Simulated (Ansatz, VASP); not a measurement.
# NaTaS3 in two plane-wave programs

One calculation is typed for both programs; each brings its own data sets. How far apart do they land? The cell is generated by rule, not measured, and may not be a known phase. The cell is taken from a series of runs on this material, whose earlier steps may have relaxed, scaled, displaced or heated it; both programs get it as it stands.

Program: Ansatz 0.2.0. Level of theory: plane waves, with VASP 6.6.1 beside it; zone-centre phonons at PBE. Results are calculated unless marked as measured.

The structure was built from a prototype and need not be the compound's stable phase.

## 1. Starting point

It takes space group Pm-3m (No. 221, cubic). The conventional cell has a = 4.834 Å, b = 4.834 Å, c = 4.834 Å, α = 90.00°, β = 90.00°, γ = 90.00°. Nearest to Na lie 12 S at 3.42 Å. Nearest to Ta lie 6 S at 2.42 Å. Nearest to S lie 2 Ta at 2.42 Å and 4 Na at 3.42 Å. Farther neighbours and most contacts between anions are not listed.

Structure file:

```cif
data_structure
_symmetry_space_group_name_H-M 'P 1'
_symmetry_Int_Tables_number 1
_cell_length_a 4.8342
_cell_length_b 4.8342
_cell_length_c 4.8342
_cell_angle_alpha 90.000
_cell_angle_beta 90.000
_cell_angle_gamma 90.000
_cell_volume 112.97
loop_
_atom_site_label
_atom_site_type_symbol
_atom_site_fract_x
_atom_site_fract_y
_atom_site_fract_z
_atom_site_occupancy
Na1 Na 0.00000 0.00000 0.00000 1
Ta2 Ta 0.50000 0.50000 0.50000 1
S3 S 0.50000 0.50000 0.00000 1
S4 S 0.50000 0.00000 0.50000 1
S5 S 0.00000 0.50000 0.50000 1
```

## 2. VASP: zone-centre phonons, PBE

Second derivatives magnify differences that forces hide, and they need a tight electronic threshold.

Lines of VASP's logs that name or quote its potential files are left out, and so is its time.

File INCAR:

```
SYSTEM = NaTaS3
PREC = Accurate
ENCUT = 500
EDIFF = 1E-08
NELM = 120
ISMEAR = 1
SIGMA = 0.2
LREAL = .FALSE.
ALGO = Normal
GGA = PE
NBANDS = 24
LASPH = .TRUE.
LORBIT = 11
LWAVE = .FALSE.
LCHARG = .FALSE.
ISIF = 2
IBRION = 8
GGA_COMPAT = .FALSE.
KPAR = 2
```

File POSCAR:

```
NaTaS3
1.0
    4.8341712185      0.0000000000      0.0000000000
    0.0000000000      4.8341712185      0.0000000000
    0.0000000000      0.0000000000      4.8341712185
Na Ta S
1 1 3
Direct
    0.0000000000      0.0000000000      0.0000000000
    0.5000000000      0.5000000000      0.5000000000
    0.5000000000      0.5000000000      0.0000000000
    0.5000000000      0.0000000000      0.5000000000
    0.0000000000      0.5000000000      0.5000000000
```

File KPOINTS:

```
Automatic mesh
0
Gamma
8 8 8
0 0 0
```

PAW data sets: Na_pv, Ta_pv and S (PBE family, release 64).

Run with:

```
$ mpirun -np 2 vasp_std
```

Numbers of over 12 decimals in the logs are rounded to 6 here.

The log of the run:

```text
[banner, memory and clock lines left out]
running    2 mpi-ranks, on    1 nodes
 distrk:  each k-point on    1 cores,    2 groups
 distr:  one band on    1 cores,    1 groups

 POSCAR found type information on POSCAR NaTaS
 POSCAR found :  3 types and       5 ions
 LDA part: xc-table for (Slater+PW92), standard interpolation
 POSCAR, INCAR and KPOINTS ok, starting setup
 FFT: planning ... GRIDC
 FFT: planning ... GRID_SOFT
 FFT: planning ... GRID
 WAVECAR not read
 entering main loop
       N       E                     dE             d eps       ncg     rms          rms(c)
DAV:   1     0.288079479042E+03    0.28808E+03   -0.17292E+04  1776   0.139E+03
DAV:   2    -0.698654215135E+01   -0.29507E+03   -0.28531E+03  1848   0.353E+02
DAV:   3    -0.322716953711E+02   -0.25285E+02   -0.24616E+02  2216   0.983E+01
DAV:   4    -0.329251122529E+02   -0.65342E+00   -0.65113E+00  2016   0.174E+01
DAV:   5    -0.329432818386E+02   -0.18170E-01   -0.18167E-01  2328   0.288E+00    0.189E+01
DAV:   6    -0.298844303285E+02    0.30589E+01   -0.10067E+01  1944   0.174E+01    0.930E+00
DAV:   7    -0.297813357714E+02    0.10309E+00   -0.81519E-01  1864   0.542E+00    0.619E+00
DAV:   8    -0.297320762921E+02    0.49259E-01   -0.24103E-01  1976   0.346E+00    0.893E-01
DAV:   9    -0.297199742662E+02    0.12102E-01   -0.40962E-02  2000   0.142E+00    0.207E-01
DAV:  10    -0.297198418222E+02    0.13244E-03   -0.33812E-03  1888   0.427E-01    0.908E-02
DAV:  11    -0.297199568969E+02   -0.11507E-03   -0.56268E-04  2056   0.159E-01    0.945E-02
DAV:  12    -0.297198966060E+02    0.60291E-04   -0.45435E-04  2088   0.137E-01    0.386E-02
DAV:  13    -0.297198734689E+02    0.23137E-04   -0.55433E-05  1984   0.521E-02    0.122E-02
DAV:  14    -0.297198720068E+02    0.14621E-05   -0.67976E-06  2168   0.153E-02    0.128E-03
DAV:  15    -0.297198720498E+02   -0.42987E-07   -0.45060E-07  2080   0.446E-03    0.117E-03
DAV:  16    -0.297198720689E+02   -0.19145E-07   -0.11964E-08  1704   0.767E-04    0.518E-04
DAV:  17    -0.297198720561E+02    0.12848E-07   -0.34530E-09  1208   0.539E-04    0.165E-04
DAV:  18    -0.297198720560E+02    0.10732E-09   -0.25157E-09  1064   0.353E-04
   1 F= -.29719872E+02 E0= -.29721993E+02  d E =0.636238E-02
 Linear response reoptimize wavefunctions to high precision
DAV:   1    -0.297198720574E+02   -0.14770E-08   -0.40983E-10  1064   0.197E-04
DAV:   2    -0.297198720574E+02   -0.63665E-11   -0.64065E-11  1016   0.708E-05
 Linear response DOF=           4
 Linear response progress:
  Degree of freedom:   1/  4
       N       E                     dE             d eps       ncg     rms          rms(c)
RMM:   1    -0.158572250837E+00   -0.15857E+00   -0.42608E-01  4191   0.336E+00
RMM:   2    -0.162119359904E+00   -0.35471E-02   -0.25397E-02  5628   0.600E-01    0.208E-02
RMM:   3    -0.162276304178E+00   -0.15694E-03   -0.99221E-04  6007   0.116E-01    0.110E-02
RMM:   4    -0.162317719603E+00   -0.41415E-04   -0.93096E-05  6849   0.358E-02    0.325E-03
RMM:   5    -0.162320825031E+00   -0.31054E-05   -0.16809E-06  6735   0.808E-03    0.201E-03
RMM:   6    -0.162328434013E+00   -0.76090E-05   -0.50263E-07  6696   0.385E-03    0.510E-04
RMM:   7    -0.162329524143E+00   -0.10901E-05   -0.14516E-07  6874   0.168E-03    0.272E-04
RMM:   8    -0.162329796190E+00   -0.27205E-06   -0.24637E-08  6895   0.781E-04    0.635E-05
RMM:   9    -0.162329889978E+00   -0.93788E-07   -0.58293E-09  7234   0.399E-04    0.585E-05
RMM:  10    -0.162329821596E+00    0.68382E-07   -0.56661E-09  7075   0.252E-04    0.168E-05
RMM:  11    -0.162329822133E+00   -0.53793E-09    0.21822E-09  7662   0.131E-04    0.151E-05
 first order change of Fermi-energy  -0.44599E-05
 force on displaced ion       1 direction 1 :   0.197   0.000   0.000
 Linear response progress:
  Degree of freedom:   2/  4
       N       E                     dE             d eps       ncg     rms          rms(c)
RMM:   1    -0.176978433503E+00   -0.17698E+00    0.11238E+01  4227   0.205E+01
RMM:   2    -0.204894390255E+00   -0.27916E-01   -0.41156E-02  5849   0.125E+00    0.191E-01
RMM:   3    -0.204124109894E+00    0.77028E-03   -0.27861E-03  6886   0.264E-01    0.103E-01
RMM:   4    -0.203355659545E+00    0.76845E-03   -0.10893E-03  6978   0.147E-01    0.266E-02
RMM:   5    -0.203290214568E+00    0.65445E-04   -0.52460E-05  7137   0.413E-02    0.209E-02
RMM:   6    -0.203076348843E+00    0.21387E-03   -0.45960E-05  6909   0.263E-02    0.495E-03
RMM:   7    -0.203095866514E+00   -0.19518E-04   -0.40154E-06  6682   0.903E-03    0.196E-03
RMM:   8    -0.203104636850E+00   -0.87703E-05   -0.20456E-06  7562   0.451E-03    0.678E-04
RMM:   9    -0.203104724400E+00   -0.87550E-07    0.18418E-07  7445   0.145E-03    0.455E-04
RMM:  10    -0.203105772030E+00   -0.10476E-05   -0.35770E-08  7051   0.724E-04    0.152E-04
RMM:  11    -0.203106539151E+00   -0.76712E-06    0.99807E-08  7748   0.478E-04    0.170E-05
RMM:  12    -0.203106544952E+00   -0.58010E-08    0.14922E-07  7454   0.226E-04    0.103E-05
RMM:  13    -0.203106527246E+00    0.17706E-07    0.30898E-09  7938   0.133E-04    0.625E-06
RMM:  14    -0.203106565213E+00   -0.37967E-07    0.48790E-08  7799   0.946E-05    0.462E-06
RMM:  15    -0.203106582440E+00   -0.17227E-07    0.42376E-08  7445   0.713E-05    0.178E-06
RMM:  16    -0.203106586301E+00   -0.38613E-08    0.53486E-08  7252   0.559E-05    0.557E-07
 first order change of Fermi-energy  -0.10626E-02
 force on displaced ion       2 direction 1 :  -0.505  -0.000  -0.000
 Linear response progress:
  Degree of freedom:   3/  4
       N       E                     dE             d eps       ncg     rms          rms(c)
RMM:   1    -0.113214923456E+00   -0.11321E+00    0.52294E-03 12275   0.137E+00
RMM:   2    -0.111854438760E+00    0.13605E-02   -0.76830E-03 11392   0.376E-01    0.419E-02
RMM:   3    -0.112255929380E+00   -0.40149E-03   -0.36348E-04 10890   0.852E-02    0.264E-02
RMM:   4    -0.112605088868E+00   -0.34916E-03   -0.58494E-05 10813   0.323E-02    0.132E-02
RMM:   5    -0.112645609175E+00   -0.40520E-04   -0.49939E-06 11501   0.115E-02    0.624E-03
RMM:   6    -0.112655085555E+00   -0.94764E-05   -0.54716E-07 11192   0.412E-03    0.228E-03
RMM:   7    -0.112660786803E+00   -0.57012E-05   -0.99121E-08 10907   0.147E-03    0.943E-04
RMM:   8    -0.112660283391E+00    0.50341E-06    0.85188E-08 11067   0.611E-04    0.101E-04
RMM:   9    -0.112660952736E+00   -0.66934E-06    0.61826E-08 11596   0.244E-04    0.540E-05
RMM:  10    -0.112660930164E+00    0.22572E-07    0.22833E-07 11778   0.109E-04    0.358E-05
RMM:  11    -0.112660871430E+00    0.58734E-07   -0.44210E-08 11888   0.564E-05    0.139E-05
RMM:  12    -0.112660854897E+00    0.16533E-07    0.42087E-08 11779   0.377E-05    0.201E-06
RMM:  13    -0.112660850856E+00    0.40406E-08   -0.78371E-08 11052   0.324E-05    0.828E-07
 first order change of Fermi-energy  -0.72521E-04
 force on displaced ion       3 direction 1 :  -1.716   0.000   0.000
 Linear response progress:
  Degree of freedom:   4/  4
       N       E                     dE             d eps       ncg     rms          rms(c)
RMM:   1    -0.119917910037E+00   -0.11992E+00    0.44407E-02  7414   0.168E+00
RMM:   2    -0.120370086216E+00   -0.45218E-03   -0.54467E-03  6720   0.368E-01    0.248E-01
RMM:   3    -0.120777350696E+00   -0.40726E-03   -0.24584E-03  5675   0.190E-01    0.105E-01
RMM:   4    -0.121486842991E+00   -0.70949E-03   -0.66732E-04  6500   0.946E-02    0.377E-02
RMM:   5    -0.121613859124E+00   -0.12702E-03   -0.97181E-05  6354   0.506E-02    0.122E-02
RMM:   6    -0.121648327848E+00   -0.34469E-04   -0.10221E-05  6266   0.185E-02    0.853E-03
RMM:   7    -0.121665369525E+00   -0.17042E-04   -0.33927E-06  6957   0.907E-03    0.143E-03
RMM:   8    -0.121674856114E+00   -0.94866E-05   -0.32217E-07  7031   0.288E-03    0.805E-04
RMM:   9    -0.121677737227E+00   -0.28811E-05   -0.12665E-07  7266   0.124E-03    0.638E-04
RMM:  10    -0.121679755515E+00   -0.20183E-05    0.34484E-07  6236   0.553E-04    0.112E-04
RMM:  11    -0.121679985531E+00   -0.23002E-06    0.19686E-07  7276   0.285E-04    0.855E-05
RMM:  12    -0.121679871309E+00    0.11422E-06    0.26873E-07  6418   0.170E-04    0.267E-05
RMM:  13    -0.121679880573E+00   -0.92646E-08   -0.15919E-08  7754   0.795E-05    0.169E-05
 first order change of Fermi-energy   0.35895E-03
 force on displaced ion       3 direction 3 :   0.000  -0.000 -10.079
 Linear response finished
```

(Part 1 of 2 ends here.)

[Lines on the potential files, build, host, timing and source positions are cut from VASP's logs without a mark.]

[Logs are printed without paths, hosts, clocks, repeated set-up lines and the standing remarks that a program may print on its own settings, such as how far it seeks lower states.]

[Hosts, paths, dates, database ids (printed as entryN), source tags and the programs' standing remarks are cut or masked in the printed files.]
